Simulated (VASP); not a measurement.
```
NbSi2
1.0
    4.80621     0.00000     0.00000
   -2.40311     4.16230     0.00000
    0.00000     0.00000     6.58636
Nb Si
3 6
Direct
  0.99845   0.49660   0.16819
  0.51302   0.00741   0.50068
  0.49484   0.49572   0.83296
  0.83812   0.68009   0.50085
  0.15719   0.84072   0.83205
  0.31178   0.16528   0.16936
  0.16228   0.31538   0.49719
  0.84020   0.15891   0.83165
  0.68412   0.83988   0.16707
```

Level of theory: PBEsol GGA, VASP's PBE PAW potentials (set 64) (plane waves; VASP). Numerical set-up: 300 eV cut-off, 6×6×4 Γ-centred mesh, first-order Methfessel-Paxton smearing of 0.27 eV, potentials Nb_sv Si.

At this cut-off the stress carries a Pulay error, which pulls relaxed volumes low.

Q: Give the force on each atom (eV/Å).

A: 
```json
[
 {"atom": "Nb1", "Fx": "-0.114", "Fy": "0.255", "Fz": "-0.159"},
 {"atom": "Nb2", "Fx": "-0.798", "Fy": "-0.453", "Fz": "-0.239"},
 {"atom": "Nb3", "Fx": "0.260", "Fy": "0.317", "Fz": "0.064"},
 {"atom": "Si4", "Fx": "0.224", "Fy": "-0.005", "Fz": "-0.018"},
 {"atom": "Si5", "Fx": "0.158", "Fy": "-0.081", "Fz": "0.082"},
 {"atom": "Si6", "Fx": "0.538", "Fy": "-0.292", "Fz": "-0.113"},
 {"atom": "Si7", "Fx": "-0.057", "Fy": "0.219", "Fz": "0.267"},
 {"atom": "Si8", "Fx": "-0.012", "Fy": "0.070", "Fz": "0.242"},
 {"atom": "Si9", "Fx": "-0.200", "Fy": "-0.029", "Fz": "-0.127"}
]
```

Q: Give the stress tensor in GPa (positive for a compressed cell).

A: 
```
-3.61  -0.17   0.26
-0.17  -4.31   0.35
 0.26   0.35  -2.41
```
The pressure is its mean diagonal, -3.44 GPa.

The structure comes from a computed database's NbSi2 entry, a phase known from measurement. The cell was not relaxed at this level, atoms are displaced from their ideal sites. The electron count is odd and the run is not spin-polarised, which forces a metal.
